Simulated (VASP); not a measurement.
Consider the following.

```
AlCo
1.0
    2.82192     0.00000     0.00000
    0.00000     2.82192     0.00000
    0.00000     0.00000     2.82192
Al Co
1 1
Direct
  0.50000   0.50000   0.50000
  0.00000   0.00000   0.00000
```

Level of theory: PBEsol GGA, VASP's PBE PAW potentials (set 64) (plane waves; VASP). Settings: 500 eV cut-off, 13×13×13 Γ-centred mesh, first-order Methfessel-Paxton smearing of 0.10 eV, potentials Al Co.

Energy and stress use the plane-wave basis of the starting cell.

### Question
The ions, cell shape and volume at an external pressure of 5.0 GPa are relaxed. Predict the relaxed structure.

### Answer

```
AlCo
1.0
    2.79952     0.00000     0.00000
    0.00000     2.79952     0.00000
    0.00000     0.00000     2.79952
Al Co
1 1
Direct
  0.50000   0.50000   0.50000
  0.00000   0.00000   0.00000
```
Space group Pm-3m (221), at a tolerance of 0.03 Å.

### Question
How do energy and volume change from the first to the last step?

### Answer
The energy (σ→0) changes by +4.3 meV/atom and the volume by -2.4 %, in 3 ionic steps.

The compound is CoAl in the CsCl type structure. This run relaxes it under an external pressure of 5 GPa. Symmetry was kept, so distortions that lower it aren't found. The run is not spin-polarised, so no magnetic state was tried.
